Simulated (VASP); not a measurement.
Given:

```xyz
2
Lattice="0.0000 2.6360 2.6360 2.6360 0.0000 2.6360 2.6360 2.6360 0.0000" Properties=species:S:1:pos:R:3 pbc="T T T"
Mo     0.0000     0.0000     0.0000
S      1.3180     1.3180     1.3180
```

Method: PBEsol GGA, VASP's PBE PAW potentials (set 64) (plane waves; VASP). Numerical set-up: 400 eV cut-off, 13×13×13 Γ-centred mesh, tetrahedra with Blöchl corrections, potentials Mo_sv S.

Task: The job: MoS (relaxed from the zinc blende structure, space group F-43m), 2 atoms, PBEsol, static run, 400 eV, 13×13×13 Γ-centred mesh. Roughly how much core time does it take on a busy server core?

Result: About 20 core-seconds (one run on a shared machine, a rough figure). It had 84 irreducible k-points, 14 bands, up to 680 plane waves and 13 electronic steps.

The structure was generated: MoS was put into the zinc blende type (F-43m), which need not be its known phase. It was relaxed first, which changed the volume by -32 %.
